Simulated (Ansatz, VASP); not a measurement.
AlFe3B: VASP beside Ansatz

```
Fe Al B
1.0
     3.79667    0.00000    0.00000
     0.00000    3.79667    0.00000
     0.00000    0.00000    3.79667
Fe Al B
3 1 1
Direct
  0.00000 0.00000 0.50000
  0.00000 0.50000 0.00000
  0.50000 0.00000 0.00000
  0.50000 0.50000 0.50000
  0.00000 0.00000 0.00000
```

Change from the starting cell: volume scaled by 0.98.

Alike in both runs: task single point; functional PBE; k mesh 7 × 7 × 7; occupations fermi-dirac, width 0.05 eV; collinear spin, ferromagnetic start.

```csv
,VASP,Ansatz
version,VASP 6.6.1,Ansatz 0.2.0
potentials or method,"VASP PAW PBE potentials, release 64 (Fe, Al, B)",Ansatz PAW
plane-wave cutoff (eV),520,420
valence electrons in the cell,30,54
```

Ansatz gave:

| Property | Result |
| --- | --- |
| gap on the k mesh at the Fermi level (eV) | none |
| pressure (GPa) | 2.7 |
| net moment per atom (μB) | 0.82 |
| size of the moment on the site where the two differ most (μB) | 1.37 |

Question: Estimate VASP's values.

Answer: gap on the k mesh at the Fermi level (eV): none; pressure (GPa): 3.2; net moment per atom (μB): 0.82; size of the moment on the site where the two differ most (μB): 1.47.

Site moments also hang on the region over which each program counts them. A gap of «none» marks a metal or a gap that the smearing closes. The two sets of potentials don't hold the same shells in valence.
